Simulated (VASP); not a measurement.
Mg2ZnTeS2:

```xyz
6
Lattice="3.8800 0.0000 0.0000 -1.9400 3.3602 0.0000 0.0000 0.0000 9.5100" Properties=species:S:1:pos:R:3 pbc="T T T"
Mg    0.0000    2.2401    7.9218
Mg    1.9400    1.1201    1.5882
Zn    0.0000    0.0000    4.7550
Te    0.0000    0.0000    0.0000
S     1.9400    1.1201    6.3432
S     0.0000    2.2401    3.1668
```

The cell was built by a generator and needn't be a form met in nature.

* Program: VASP 6.6.1
* Task: relaxation of cell and atoms
* Functional: PBE
* Potentials or basis: VASP PAW PBE potentials, release 64 (Mg, Zn, Te, S)
* Cutoff: 520 eV
* k mesh: 4 × 4 × 2
* Occupations: gaussian, width 0.15 eV
* Spin: no spin polarisation

At the start: pressure 0.3 GPa; volume 20.66 Å³/atom.

Question: How do energy, volume and symmetry change on relaxing?

Answer: Over 8 steps the energy falls by 108.2 meV/atom and the volume is 20.33 Å³/atom (-1.6 %); space group P-3m1 (No. 164, to 0.05 Å).

Step by step:
```tsv
step	energy change (eV)	largest force (eV/Å)	pressure (GPa)	volume (Å³)
1	0.0000	1.7374	0.34	123.99
2	-0.2627	1.1679	-0.94	124.76
3	-0.4982	0.3889	-1.98	126.16
4	-0.5138	0.3880	-2.18	126.61
5	-0.6128	0.3179	1.44	119.39
6	-0.6134	0.3390	0.90	120.11
7	-0.6481	0.0928	0.20	121.48
8	-0.6492	0.0506	-0.15	122.00
```

Final structure:
```xyz
6
Lattice="3.8301 0.0000 0.0000 -1.9151 3.3170 0.0000 0.0000 0.0000 9.6028" Properties=species:S:1:pos:R:3 pbc="T T T"
Mg    0.0000    2.2113    7.6501
Mg    1.9151    1.1057    1.9527
Zn    0.0000    0.0000    4.8014
Te    0.0000    0.0000    0.0000
S     1.9151    1.1057    6.2469
S     0.0000    2.2113    3.3558
```

Caveat: the k mesh is coarse (spacing up to 0.47 Å⁻¹), so the values aren't converged.
